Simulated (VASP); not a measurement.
These are SCAN meta-GGA, VASP's PBE PAW potentials (set 64) (plane waves; VASP) values and carry that method's errors.

VASP ran on this input.

KPOINTS:
```
Automatic mesh
0
Gamma
 5 5 4
```

**INCAR**
```
ALGO=Normal
EDIFF=1E-6
EDIFFG=-0.02
ENCUT=520
IBRION=2
ISIF=3
ISMEAR=0
LASPH=.TRUE.
LCHARG=.FALSE.
LMAXMIX=4
LMIXTAU=.TRUE.
LREAL=.FALSE.
LWAVE=.FALSE.
METAGGA=SCAN
NELM=100
NSW=60
PREC=Accurate
SIGMA=0.05
SYSTEM=Te
```

### POSCAR
```
Te
1
    2.1980042588    -3.8070547636     0.0000000000
    2.1980042588     3.8070547636    -0.0000000000
    0.0000000000    -0.0000000000     5.8583661971
Te
3
Direct
  1.0000000000   0.2811410115   0.6666670000
  0.7188589885   0.7188589885   0.0000000000
  0.2811410115   1.0000000000   0.3333330000
```

POTCAR, in this order: Te (PBE.64 set). Program: vasp_std.

**Question.** What will the output report for the number of irreducible k-points (NKPTS), largest plane-wave count, number of space-group operations, FFT grid (NGX, NGY, NGZ)?

**Answer.** 
```json
{
 "number of irreducible k-points (NKPTS)": "17",
 "largest_plane_wave_count": "2655",
 "number_of_space_group_operations": "6",
 "FFT grid (NGX, NGY, NGZ)": "36 × 36 × 48"
}
```

The compound is Te in the trig structure. This run relaxes it. Symmetry was kept, so distortions that lower it aren't found. The start is the result of an earlier pass.
